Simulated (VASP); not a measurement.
Method: RPBE GGA, VASP's PBE PAW potentials (set 64) (plane waves; VASP).

VASP ran on this input.

File KPOINTS:
```
Automatic mesh
0
Gamma
12 12 12
```

### POSCAR
```
Pb
1.0
  0.0000000000   2.5473266655   2.5473266655
  2.5473266655   0.0000000000   2.5473266655
  2.5473266655   2.5473266655   0.0000000000
Pb
1
Cart
  0.0000000000   0.0000000000   0.0000000000
```

**INCAR**
```
ALGO = Normal
EDIFF = 1E-7
ENCUT = 520
GGA = RP
ISIF = 2
ISMEAR = 1
LASPH = .True.
LCHARG = .False.
LMAXMIX = 4
LREAL = .False.
LWAVE = .False.
NELM = 100
PREC = Accurate
SIGMA = 0.1
SYSTEM = Pb
```

POTCAR, in this order: Pb_d (PBE.64 set). Program: vasp_std.

Unless said otherwise, spin-orbit coupling is left out, though it shifts the bands of the heavy elements here.

**Question.** What does the run give for the energy per atom (σ→0), band gap (on the k-mesh)?

**Answer.** 
- energy per atom (σ→0) = -3.170 eV/atom
- band gap (on the k-mesh) = none (metal, semimetal or under 0.01 eV)

File OSZICAR:
```
...
DAV:   5    -0.317387897299E+01   -0.45388E-02   -0.45386E-02  1955   0.247E+00    0.421E-01
DAV:   6    -0.317007166551E+01    0.38073E-02   -0.10344E-02  2018   0.177E+00    0.235E-01
DAV:   7    -0.316977542156E+01    0.29624E-03   -0.51905E-03  1896   0.123E+00    0.880E-02
DAV:   8    -0.316996093085E+01   -0.18551E-03   -0.55716E-04  1767   0.401E-01    0.117E-02
DAV:   9    -0.316995770838E+01    0.32225E-05   -0.11081E-05  2017   0.583E-02    0.618E-03
DAV:  10    -0.316995687192E+01    0.83646E-06   -0.30225E-06  1686   0.204E-02    0.682E-04
DAV:  11    -0.316995689006E+01   -0.18145E-07   -0.93262E-08  1161   0.581E-03
   1 F= -.31699569E+01 E0= -.31697939E+01  d E =-.489104E-03
```

The compound is Pb in the fcc structure. It was relaxed first, which changed the volume by +9 %.
